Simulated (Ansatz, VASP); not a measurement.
**One calculation of Rb2Mg, two programs**

Contents of INCAR:

```
PREC = Accurate
ENCUT = 520
EDIFF = 1E-7
ISMEAR = -1
SIGMA = 0.05
LREAL = F
LASPH = T
NELM = 60
ALGO = Normal
ISIF = 2
LWAVE = F
LCHARG = F
GGA = PE
NBANDS = 29
```

KPOINTS

```
regular mesh
0
Gamma
  4 4 5
```

POSCAR

```
Rb2Mg
1.0
    8.7369735646     -3.9704985789      0.0000000000
    8.7369735646      3.9704985789      0.0000000000
    0.0000000000      0.0000000000      5.5032745957
Rb Mg
4 2
Direct
    0.5919960000      0.1319300000      0.7500000000
    0.1319300000      0.5919960000      0.2500000000
    0.4080040000      0.8680700000      0.2500000000
    0.8680700000      0.4080040000      0.7500000000
    0.0914070000      0.9085930000      0.7500000000
    0.9085930000      0.0914070000      0.2500000000
```

input.yaml

```yaml
crystal:
  lattice:
    - [8.7369735646, -3.9704985789, 0.0]
    - [8.7369735646, 3.9704985789, 0.0]
    - [0.0, 0.0, 5.5032745957]
  atoms:
    - { symbol: Rb, position: [0.591996, 0.13193, 0.75] }
    - { symbol: Rb, position: [0.13193, 0.591996, 0.25] }
    - { symbol: Rb, position: [0.408004, 0.86807, 0.25] }
    - { symbol: Rb, position: [0.86807, 0.408004, 0.75] }
    - { symbol: Mg, position: [0.091407, 0.908593, 0.75] }
    - { symbol: Mg, position: [0.908593, 0.091407, 0.25] }
hamiltonian:
  xc: pbe
  pseudopotentials: { kind: paw }
kpoints:
  mp_grid: { grid: [4, 4, 5] }
scf:
  occupations: { method: fermi_dirac, width: 0.05 }
output:
  forces: true
  stress: true
  eigenvalues: true
  write_density: true
  write_potential: true
  elf: true
  volumetric_format: npy
```

Change from the starting cell: volume scaled by 0.94.

Alike in both runs: task single point; functional PBE; k mesh 4 × 4 × 5; occupations fermi-dirac, width 0.05 eV; no spin polarisation.

```csv
,VASP,Ansatz
version,VASP 6.6.1,Ansatz 0.2.0
potentials or method,"VASP PAW PBE potentials, release 64 (Rb_sv, Mg)",Ansatz PAW
plane-wave cutoff (eV),520,420
valence electrons in the cell,40,56
```

```tsv
	VASP	Ansatz	Ansatz less VASP
gap on the k mesh at the Fermi level (eV)	none	none	-
pressure (GPa)	0.4	0.4	0.00
largest component of the traceless stress (GPa)	0.08	0.08	-0.002
rms of the force components (eV/Å)	0.029	0.029	+0.0003
```

Atom by atom the forces differ by 0.001 eV/Å (rms over components). A gap of «none» marks a metal or a gap that the smearing closes. The two sets of potentials don't hold the same shells in valence.
